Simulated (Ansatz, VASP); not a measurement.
# Cross-check of WSe2 between VASP and Ansatz

One calculation is typed for both programs; each brings its own data sets. How far apart do they land? The cell is taken from a series of runs on this material, whose earlier steps may have relaxed, scaled, displaced or heated it; both programs get it as it stands.

Method: plane waves, with VASP 6.6.1 beside it; zone-centre phonons at PBE with D3(BJ), in Ansatz 0.2.0.

## 1. Set-up

The structure is hexagonal, space group P6_3/mmc (No. 194). Conventional cell: a = 3.287 Å, b = 3.287 Å, c = 12.917 Å, α = 90.00°, β = 90.00°, γ = 120.00°. Nearest to W lie 6 Se at 2.54 Å. Nearest to Se lie 3 W at 2.54 Å. Farther neighbours and most contacts between anions are not listed.

## 2. Ansatz: zone-centre phonons, PBE with D3(BJ)

Ansatz runs on its PAW soft_1 files.

Second derivatives magnify differences that forces hide, and they need a tight electronic threshold.

File input.yaml:

```yaml
crystal:
  lattice:
    - [3.2868671186, 0.0, 0.0]
    - [-1.6434335593, 2.8465104235, 0.0]
    - [0.0, 0.0, 12.9170878248]
  atoms:
    - { symbol: W, position: [0.3333333333, 0.6666666667, 0.25] }
    - { symbol: W, position: [0.6666666667, 0.3333333333, 0.75] }
    - { symbol: Se, position: [0.3333333333, 0.6666666667, 0.6196908082] }
    - { symbol: Se, position: [0.6666666667, 0.3333333333, 0.1196908082] }
    - { symbol: Se, position: [0.3333333333, 0.6666666667, 0.8803091918] }
    - { symbol: Se, position: [0.6666666667, 0.3333333333, 0.3803091918] }
kpoints:
  mp_grid: { grid: [9, 9, 2] }
hamiltonian:
  xc: pbe
  dispersion: d3bj
  pseudopotentials: { kind: paw, azcp: { folder: soft_1 } }
scf:
  occupations: { method: fixed }
output:
  eigenvalues: true
phonons:
  method: dfpt
```

The run is started by

```console
> ansatz run input.yaml --threads 8 --pin off --max-ram 15360MiB --backend cpu --events-out ev --progress --plain --runs-dir out
```

Numbers of over 12 decimals in the logs are rounded to 6 here.

Log:

```text
Engine: ansatz 0.2.0, aarch64-unknown-linux-gnu
Pseudopotentials: kind: paw
Pseudopotential: W, paw, valence charge 14, recommended cutoff 420 eV (normal), soft_1/W.paw.azcp
Pseudopotential: Se, paw, valence charge 16, recommended cutoff 420 eV (normal), soft_1/Se.paw.azcp
Functional definition: PBE
  parameter kappa = 0.804
  parameter beta = 0.066725
  exchange = pbe_x(kappa = kappa, mu = beta*pi^2/3)
  correlation = pbe_c(beta = beta)
Crystal: 6 atoms, lattice volume = 120.854 Å³
Basis set: ecut = 420 eV, 2395 PW (Γ), exchange–correlation on 48×48×180 points (8 copies of the dense FFT grid, shifted against one another)
Bands: 56, of which v1, the nominal top of the filled ones, is band 46 counted from 1 (45 counted from 0)
Symmetry: 24 space group operations
k-points: 50 of 162 (irreducible under 2 space group operations, time reversal used)
Non-local potential: W, projectors of the file, l = 0: 3, l = 1: 2, l = 2: 2, l = 3: 1
Non-local potential: Se, projectors of the file, l = 0: 2, l = 1: 2, l = 2: 3, l = 3: 1
PAW form: soft (Blöchl's): semilocal exchange-correlation on the pseudo side does not see the compensation charge
PAW one-centre angular grid: W, 590 points (default); XC on 64 Gauss nodes
PAW one-centre angular grid: Se, 590 points (default); XC on 64 Gauss nodes
Initial density: superposition of atomic densities (chi_scale 0.1, normalization cell, long waves kept (reshape's long-wave potential 0.04 eV rms))
Initial wavefunctions: pseudopotential atomic-orbital guess
Functional: x = pbe(κ = 0.804, μ = 0.219515), c = pbe(β = 0.066725)
SCF iter   1: F=—  HF=-42655.249571 eV  |F-HF|=—  |Δ(HF+E_count)|=         —  Δρ=3.60e-2  dr2=5.49e0  ethr=3.10e-3  ⟨swp⟩=4.8  Hψ=8586  notcnv=0  defer=302
preconditioner: auto → Resta (q_TF=auto, 2.607 Å⁻¹)  ε∞=6.1  [insulator: Δε(μ)=0.917 eV  Ē_g=8.950 eV  n_scr=40 (ndim 8)  ℏωp=20.3 eV  f_vac=0.017  ε∞_Penn≈6.1]
SCF iter   2: F=—  HF=-42654.465058 eV  |F-HF|=—  |Δ(HF+E_count)|=   7.85e-1  Δρ=2.25e-2  dr2=8.21e-1  ethr=3.10e-3  ⟨swp⟩=2.0  Hψ=3763  notcnv=0  defer=207
SCF iter   3: F=—  HF=-42654.283229 eV  |F-HF|=—  |Δ(HF+E_count)|=   1.82e-1  Δρ=8.76e-3  dr2=2.62e-1  ethr=8.92e-4  ⟨swp⟩=2.0  Hψ=3543  notcnv=0  defer=354
SCF iter   4: F=—  HF=-42654.239010 eV  |F-HF|=—  |Δ(HF+E_count)|=   4.42e-2  Δρ=2.40e-3  dr2=9.17e-3  ethr=2.85e-4  ⟨swp⟩=2.0  Hψ=3500  notcnv=0  defer=376
SCF iter   5: F=—  HF=-42654.240163 eV  |F-HF|=—  |Δ(HF+E_count)|=   1.15e-3  Δρ=1.03e-3  dr2=2.06e-3  ethr=9.96e-6  ⟨swp⟩=2.0  Hψ=5129  notcnv=0  defer=398
SCF iter   6: F=—  HF=-42654.241016 eV  |F-HF|=—  |Δ(HF+E_count)|=   8.54e-4  Δρ=4.10e-4  dr2=2.14e-4  ethr=2.24e-6  ⟨swp⟩=2.0  Hψ=4979  notcnv=0  defer=398
SCF iter   7: F=—  HF=-42654.241310 eV  |F-HF|=—  |Δ(HF+E_count)|=   2.93e-4  Δρ=9.37e-5  dr2=9.71e-6  ethr=2.32e-7  ⟨swp⟩=2.0  Hψ=3640  notcnv=0  defer=325
SCF iter   8: F=—  HF=-42654.241317 eV  |F-HF|=—  |Δ(HF+E_count)|=   7.07e-6  Δρ=3.21e-5  dr2=1.16e-6  ethr=1.06e-8  ⟨swp⟩=2.0  Hψ=4872  notcnv=0  defer=118
SCF iter   9: F=—  HF=-42654.241326 eV  |F-HF|=—  |Δ(HF+E_count)|=   9.18e-6  Δρ=9.00e-6  dr2=6.50e-8  ethr=1.26e-9  ⟨swp⟩=2.2  Hψ=3679  notcnv=0  defer=118
SCF iter  10: F=—  HF=-42654.241326 eV  |F-HF|=—  |Δ(HF+E_count)|=   5.50e-8  Δρ=1.30e-6  dr2=1.91e-9  ethr=7.07e-11  ⟨swp⟩=2.0  Hψ=3658  notcnv=0  defer=118
SCF iter  11: F=—  HF=-42654.241326 eV  |F-HF|=—  |Δ(HF+E_count)|=   3.74e-9  Δρ=4.28e-7  dr2=1.97e-10  ethr=2.07e-12  ⟨swp⟩=2.1  Hψ=4850  notcnv=0  defer=118
SCF iter  12: F=-42654.241326 eV  HF=-42654.241326 eV  |F-HF|=1.46e-11  |Δ(HF+E_count)|=  1.02e-10  Δρ=8.33e-8  dr2=8.32e-12  ethr=1.00e-12  ⟨swp⟩=13.3  Hψ=15483  notcnv=0
SCF 1 converged in 12 iterations: F = -42654.241326 eV  dr2 = 8.32e-12
  greatest PAW one-centre occupation: 1.000 electrons in one spin orbital (limit 2), on the Se atom at site 4 (counted from 0), in its partial waves of l = 2
DFPT response loops at Γ: preconditioner auto → Resta (q_TF=auto, 2.607 Å⁻¹)  ε∞=7.6 (no band partly filled); β = 1.00, the filter's whole step (`scf.mixing.beta` (0.50) is not read by the response loops at its default; to damp them type it under 1.00, their step now; it binds the ground state too); Broyden in place of MSR1
SCF converged after 12 iterations
Free energy (F): -42654.241326 eV
Harris-Foulkes:  -42654.241326 eV  (|F-HF|=1.46e-11)
Internal energy: -42654.241326 eV  (E = F + TS)
E sigma→0 (E₀):  -42654.241326 eV
Fermi energy:    12.672173 eV
--- Per-component energies (eV) ---
  E_band       = -1708.617610
  E_kinetic    = 1289.531839
  E_local      = -12066.162597  (includes V_loc(G=0)·N_el)
  E_nonlocal   = -1467.565112
  E_hartree    = 6219.058191
  E_xc         = -877.798720
  E_vxc        = -827.132918  (∫ρ·V_xc dr)
  E_paw        = -25675.029771  (= ΣΔE_a)
  E_vpaw       = -1075.403964  (= ΣTr[D̂ρ^β])
  E_aug_tail   = -0.001216  (compensation charges beyond the density's cutoff)
  E_ewald      = -10073.464371
  E_disp       = -2.809568  (pairwise vdW)
  E_smearing   = -0.000000  (= −TS)
  E_closure    = -0.000000  (closes the sum)
  Σ components = -42654.241326   (vs F -42654.241326, Δ=0.00e0)
--- Band table (eV; the first three rows and the last of 50) ---
  k-point 0: bands = [... 42 lower, 11.2278, 11.5370, 11.6484, 12.6722, 15.3184, 15.3184, 15.3754, 15.3754, ... 6 higher]
  k-point 1: bands = [... 42 lower, 11.1971, 11.1971, 12.4607, 12.4607, 15.3208, 15.3208, 15.3208, 15.3208, ... 6 higher]
  k-point 2: bands = [... 42 lower, 11.0825, 11.5784, 11.8206, 12.3627, 14.8070, 15.0106, 15.1305, 15.1321, ... 6 higher]
  k-point 49: bands = [... 42 lower, 10.5968, 10.5968, 11.7277, 11.7277, 14.1854, 14.1854, 15.1028, 15.1028, ... 6 higher]
--- Phonons (Γ-DFPT): 4 representative perturbations + reference, on 50 of 162 k-points (Σ response iterations 14) ---
  k mesh reduced under 2 symmetry operations, with k and −k counted as one. Each operation leaves every solved perturbation unchanged. A smaller set is not used because it would not reduce the number of displacements times k-points to solve
  ASR residual: 7.387e-5 → 0.000e0 eV/Å²; symmetrization residual: 2.386e-5 eV/Å²
  pairwise dispersion correction: d3bj (s6 = 1.0, s8 = 0.7875, a1 = 0.4289, a2_bohr = 4.4407), with the weights of each atom's references fixed at the reference crystal's, and the forces and stress that the weights' published response gives there kept as a pressure on the atom's counted neighbours (hamiltonian.dispersion)
  ASR residual per site (eV/Å²): 7.39e-5 7.39e-5 5.86e-5 5.86e-5 5.86e-5 5.86e-5
  Γ frequencies (cm⁻¹): 0.00 0.00 0.00 24.12 24.12 40.07 170.26 170.26 172.06 172.06 241.98 241.98 242.07 242.07 243.79 248.81 301.27 304.22
  non-analytic LO–TO correction: not included (Born effective charges unavailable; polar crystals: no LO–TO splitting at Γ)
```

(Continued in part 2 of 2.)

[Lines on the potential files, build, host, timing and source positions are cut from VASP's logs without a mark.]

[Logs are printed without paths, hosts, clocks, repeated set-up lines and the standing remarks that a program may print on its own settings, such as how far it seeks lower states.]

[Hosts, paths, dates, database ids (printed as entryN), source tags and the programs' standing remarks are cut or masked in the printed files.]
